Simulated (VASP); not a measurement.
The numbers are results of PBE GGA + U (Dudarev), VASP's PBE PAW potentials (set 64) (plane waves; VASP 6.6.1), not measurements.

VASP ran on this input.

**POSCAR**
```
TiAl
4.070
  0.6953316953   0.0000000000   0.0000000000
  0.0000000000   0.6953316953   0.0000000000
  0.0000000000   0.0000000000   1.0000000000
Ti Al
1 1
direct
  0.0000000000   0.0000000000   0.0000000000
  0.5000000000   0.5000000000   0.5000000000
```

### INCAR
```
SYSTEM = TiAl
PREC = Accurate
ENCUT = 400
EDIFF = 1E-6
NELM = 100
ALGO = Normal
LREAL = .FALSE.
LASPH = .TRUE.
ISMEAR = 1
SIGMA = 0.1
GGA = PE
LMAXMIX = 4
LWAVE = .FALSE.
LCHARG = .FALSE.
ISIF = 2
LDAU = .TRUE.
LDAUTYPE = 2
LDAUL = 2 -1
LDAUU = 3.0 0
LDAUJ = 0 0
LDAUPRINT = 1
LORBIT = 10
```

**KPOINTS**
```
K-points
0
gamma
12 12 8
0 0 0
```

POTCAR, in this order: Ti_sv Al (PBE.64 set). Program: vasp_std.

The resulting files:

OSZICAR:
```
       N       E                     dE             d eps       ncg     rms          rms(c)
DAV:   1     0.795581784801E+02    0.79558E+02   -0.65591E+03  3083   0.116E+03
DAV:   2    -0.719715302836E+01   -0.86755E+02   -0.84543E+02  3119   0.305E+02
DAV:   3    -0.120370860117E+02   -0.48399E+01   -0.46046E+01  4779   0.716E+01
DAV:   4    -0.122029950054E+02   -0.16591E+00   -0.16464E+00  3970   0.113E+01
DAV:   5    -0.122098240637E+02   -0.68291E-02   -0.68265E-02  4444   0.209E+00    0.996E+00
DAV:   6    -0.102210721485E+02    0.19888E+01   -0.15722E+01  3857   0.433E+01    0.352E+00
DAV:   7    -0.101316654497E+02    0.89407E-01   -0.12516E+00  3590   0.117E+01    0.192E+00
DAV:   8    -0.101424691038E+02   -0.10804E-01   -0.20045E-01  3460   0.433E+00    0.451E-01
DAV:   9    -0.101399761489E+02    0.24930E-02   -0.19423E-02  3474   0.154E+00    0.228E-01
DAV:  10    -0.101410583145E+02   -0.10822E-02   -0.14315E-03  3940   0.391E-01    0.510E-02
DAV:  11    -0.101410547667E+02    0.35478E-05   -0.19091E-04  3717   0.122E-01    0.335E-02
DAV:  12    -0.101410660404E+02   -0.11274E-04   -0.22860E-05  3791   0.523E-02    0.764E-03
DAV:  13    -0.101410658113E+02    0.22904E-06   -0.17298E-06  3145   0.156E-02
   1 F= -.10141066E+02 E0= -.10141353E+02  d E =0.860456E-03
```

### OUTCAR
```
------------------------ aborting loop because EDIFF is reached ----------------------------------------
  FORCE on cell =-STRESS in cart. coord.  units (eV):
  Direction    XX          YY          ZZ          XY          YZ          ZX
  --------------------------------------------------------------------------------------
  Total        0.5299463      0.5299463      0.6627231      0.0000000      0.0000000      0.0000000
  in kB       26.0480484     26.0480484     32.5743250      0.0000000      0.0000000      0.0000000
  external PRESSURE =      28.2234739 kB  Pullay stress =       0.0000000 kB
  volume of cell :       32.60
      direct lattice vectors                 reciprocal lattice vectors
     2.830000000  0.000000000  0.000000000     0.353356890  0.000000000  0.000000000
     0.000000000  2.830000000  0.000000000     0.000000000  0.353356890  0.000000000
     0.000000000  0.000000000  4.070000000     0.000000000  0.000000000  0.245700246
 POSITION                                       TOTAL-FORCE (eV/Angst)
 -----------------------------------------------------------------------------------
      0.00000      0.00000      0.00000         0.000000      0.000000      0.000000
      1.41500      1.41500      2.03500         0.000000      0.000000      0.000000
 -----------------------------------------------------------------------------------
    total drift:                                0.000000     -0.000000     -0.000000
  FREE ENERGIE OF THE ION-ELECTRON SYSTEM (eV)
  ---------------------------------------------------
  free  energy   TOTEN  =       -10.1410658113 eV

  energy  without entropy=      -10.1419262674  energy(sigma->0) =      -10.14135263

 total charge

# of ion       s       p       d       tot
------------------------------------------
    1        2.210   6.134   1.843  10.186
    2        0.411   0.424   0.000   0.835
--------------------------------------------------
tot          2.621   6.558   1.843  11.021
```
(Selected blocks of OUTCAR.)

The compound is TiAl in the L1_0 structure. The cell was not relaxed at this level. The run is one of a series of settings (LDAU = .TRUE., LDAUJ = 0 0, LDAUL = 2 -1, LDAUTYPE = 2, LDAUU = 3.0 0 against the base run), some of them coarse on purpose. The electron count is odd and the run is not spin-polarised, which forces a metal.
